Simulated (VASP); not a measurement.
Output of a VASP run:

**OSZICAR**
```
       N       E                     dE             d eps       ncg     rms          rms(c)
DAV:   1     0.773169209942E+02    0.77317E+02   -0.81158E+03  1230   0.145E+03
DAV:   2    -0.104860126864E+02   -0.87803E+02   -0.82395E+02  1262   0.257E+02
DAV:   3    -0.148179349341E+02   -0.43319E+01   -0.41985E+01  1558   0.633E+01
DAV:   4    -0.149015148663E+02   -0.83580E-01   -0.83127E-01  1487   0.826E+00
DAV:   5    -0.149037520911E+02   -0.22372E-02   -0.22368E-02  1630   0.143E+00    0.170E+01
DAV:   6    -0.187956973075E+02   -0.38919E+01   -0.50680E+01  1370   0.178E+02    0.231E+01
DAV:   7    -0.129340967789E+02    0.58616E+01   -0.15150E+01  1475   0.113E+02    0.392E+00
DAV:   8    -0.129277598413E+02    0.63369E-02   -0.19912E+00  1840   0.230E+01    0.294E+00
DAV:   9    -0.128669799266E+02    0.60780E-01   -0.31280E-01  1468   0.128E+01    0.592E-01
DAV:  10    -0.128650515286E+02    0.19284E-02   -0.15286E-02  1598   0.283E+00    0.214E-01
DAV:  11    -0.128651413034E+02   -0.89775E-04   -0.10323E-03  1479   0.296E-01    0.615E-02
DAV:  12    -0.128651647574E+02   -0.23454E-04   -0.94692E-05  1853   0.203E-01    0.244E-02
DAV:  13    -0.128651583285E+02    0.64289E-05   -0.22938E-05  1649   0.117E-01    0.935E-03
DAV:  14    -0.128651583731E+02   -0.44586E-07   -0.19792E-06  1561   0.126E-02    0.304E-03
DAV:  15    -0.128651583094E+02    0.63770E-07   -0.20535E-07  1105   0.111E-02
   1 F= -.12865158E+02 E0= -.12864497E+02  d E =-.198540E-02
```

### OUTCAR
```
------------------------ aborting loop because EDIFF is reached ----------------------------------------
  FORCE on cell =-STRESS in cart. coord.  units (eV):
  Direction    XX          YY          ZZ          XY          YZ          ZX
  --------------------------------------------------------------------------------------
  Total        2.4042862      2.4042862      2.4042862      0.0000000      0.0000000     -0.0000000
  in kB      102.9869073    102.9869073    102.9869073      0.0000000      0.0000000     -0.0000000
  external PRESSURE =     102.9869073 kB  Pullay stress =       0.0000000 kB
  volume of cell :       37.40
      direct lattice vectors                 reciprocal lattice vectors
     0.000000000  2.654370735  2.654370735    -0.188368563  0.188368563  0.188368563
     2.654370735  0.000000000  2.654370735     0.188368563 -0.188368563  0.188368563
     2.654370735  2.654370735  0.000000000     0.188368563  0.188368563 -0.188368563
 POSITION                                       TOTAL-FORCE (eV/Angst)
 -----------------------------------------------------------------------------------
      1.32719      1.32719      1.32719        -0.000000     -0.000000     -0.000000
      3.98156      3.98156      3.98156         0.000000     -0.000000      0.000000
      0.00000      0.00000      0.00000         0.000000      0.000000      0.000000
 -----------------------------------------------------------------------------------
    total drift:                               -0.000000     -0.000000      0.000000
  FREE ENERGIE OF THE ION-ELECTRON SYSTEM (eV)
  ---------------------------------------------------
  free  energy   TOTEN  =       -12.8651583094 eV

  energy  without entropy=      -12.8631729073  energy(sigma->0) =      -12.86449651
```
(Selected blocks of OUTCAR.)

### POSCAR
```
NiSi2
1
    0.0000000000     2.6543707345     2.6543707345
    2.6543707345     0.0000000000     2.6543707345
    2.6543707345     2.6543707345     0.0000000000
Si Ni
2 1
Direct
  0.2500000000   0.2500000000   0.2500000000
  0.7500000000   0.7500000000   0.7500000000
  0.0000000000   0.0000000000   0.0000000000
```

Task: Write an INCAR and KPOINTS that could have produced this output.

Result: This is not unique; one that fits is the input of the run itself, vdW-DF-cx, plane waves, VASP's PBE PAW potentials (set 64).

INCAR:
```
SYSTEM=NiSi2
PREC=Accurate; ENCUT=520; LREAL=.FALSE.
LASPH=.TRUE.
EDIFF=1E-7; NELM=100; ALGO=Normal
LMAXMIX=4
ISMEAR=1; SIGMA=0.1
GGA=CX; LUSE_VDW=.TRUE.; AGGAC=0.0
ISIF=2
LWAVE=.FALSE.; LCHARG=.FALSE.
```

**KPOINTS**
```
Automatic mesh
0
Gamma
10 10 10
0 0 0
```

POTCAR, in this order: Si Ni (PBE.64 set). Program: vasp_std.

The compound is NiSi2 in the fluorite structure. This cell is one point of a volume scan, at 0.94 of the reference volume. The run is not spin-polarised, so no magnetic state was tried.
